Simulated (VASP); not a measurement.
# Ba4ZrTi3O12: relaxation of cell and atoms with PBEsol

Crystal: Ba4ZrTi3O12.

```
CELL_PARAMETERS angstrom
-4.05234 4.05234 4.05234
4.05234 -4.05234 4.05234
4.05234 4.05234 -4.05234
ATOMIC_POSITIONS crystal
Ba 0.50000 0.50000 0.50000
Ba 0.00000 0.00000 0.50000
Ba 0.00000 0.50000 0.00000
Ba 0.50000 0.00000 0.00000
Zr 0.00000 0.00000 0.00000
Ti 0.50000 0.50000 0.00000
Ti 0.50000 0.00000 0.50000
Ti 0.00000 0.50000 0.50000
O 0.00000 0.25000 0.25000
O 0.50000 0.75000 0.25000
O 0.50000 0.25000 0.75000
O 0.00000 0.75000 0.75000
O 0.25000 0.00000 0.25000
O 0.75000 0.50000 0.25000
O 0.75000 0.00000 0.75000
O 0.25000 0.50000 0.75000
O 0.25000 0.25000 0.00000
O 0.75000 0.75000 0.00000
O 0.75000 0.25000 0.50000
O 0.25000 0.75000 0.50000
```

The cell was built by a generator and needn't be a form met in nature.

```
Program                : VASP 6.6.1
Task                   : relaxation of cell and atoms
Functional             : PBEsol
Potentials or basis    : VASP PAW PBE potentials, release 64 (Ba_sv, Zr_sv, Ti_sv, O)
Cutoff                 : 600 eV
k mesh                 : 6 × 6 × 6
Occupations            : gaussian, width 0.03 eV
Spin                   : no spin polarisation
Further INCAR settings : ALGO = Normal; EDIFF = 1e-06; IBRION = 2; EDIFFG = -0.01; NSW = 90; ISIF = 3
```

```
Relaxed volume                         : 13.14 Å³/atom
Relaxed cell                           : a = 6.988 Å, b = 6.988 Å, c = 6.988 Å, α = 109.47°, β = 109.47°, γ = 109.47°
Space group after relaxing (to 0.05 Å) : Im-3m (No. 229)
Energy gained by relaxing              : 22.7 meV/atom
Ionic steps                            : 8
Pressure after relaxing                : 0.0 GPa
Band gap on the k mesh                 : 1.96 eV, indirect (least direct gap 2.05 eV)
```

The path:
```csv
step,energy change (eV),largest force (eV/Å),pressure (GPa),volume (Å³)
1,0.0000,2.2277,-1.35,266.18
2,-0.2702,1.4628,0.69,261.88
3,-0.4535,0.0127,-0.54,263.54
4,-0.4534,0.0576,-0.52,263.49
5,-0.4535,0.0332,0.53,261.90
6,-0.4548,0.0454,0.01,262.68
7,-0.4549,0.0186,-0.01,262.72
8,-0.4550,0.0014,-0.01,262.70
```

Final structure:
```
Ba Zr Ti O
1.0
    -4.03461    4.03461    4.03461
     4.03461   -4.03461    4.03461
     4.03461    4.03461   -4.03461
Ba Zr Ti O
4 1 3 12
Direct
  0.50000 0.50000 0.50000
  0.00000 0.00000 0.50000
  0.00000 0.50000 0.00000
  0.50000 0.00000 0.00000
  0.00000 0.00000 0.00000
  0.50000 0.50000 0.00000
  0.50000 0.00000 0.50000
  0.00000 0.50000 0.50000
  0.00000 0.25807 0.25807
  0.50000 0.75000 0.25000
  0.50000 0.25000 0.75000
  0.00000 0.74193 0.74193
  0.25807 0.00000 0.25807
  0.75000 0.50000 0.25000
  0.74193 0.00000 0.74193
  0.25000 0.50000 0.75000
  0.25807 0.25807 0.00000
  0.74193 0.74193 0.00000
  0.75000 0.25000 0.50000
  0.25000 0.75000 0.50000
```

Levels at points of the mesh, in eV from the valence-band top:
```csv
k point,band 77,band 78,band 79,band 80,band 81,band 82,band 83,band 84
"(0.00, 0.00, 0.00)",-0.15,-0.10,-0.10,-0.10,1.96,1.96,1.96,3.63
"(0.50, 0.00, 0.00)",-0.51,-0.46,-0.46,-0.40,2.77,2.92,3.07,3.14
"(0.50, 0.50, 0.50)",-0.63,0.00,0.00,0.00,2.17,2.17,2.17,3.63
```

Run time: 19 min on 4 MPI ranks on Intel(R) Xeon(R) Platinum 8259CL CPU @ 2.50GHz (Skylake/Cascade Lake), with other jobs on the host, peak memory 0.75 GiB a rank.

Caveat: the PAW data sets were made with another functional, which shifts forces and pressure a little; spin-orbit coupling is left out, which moves the levels of the heavy elements. PBEsol gaps usually lie below the measured ones, often by a third to a half.
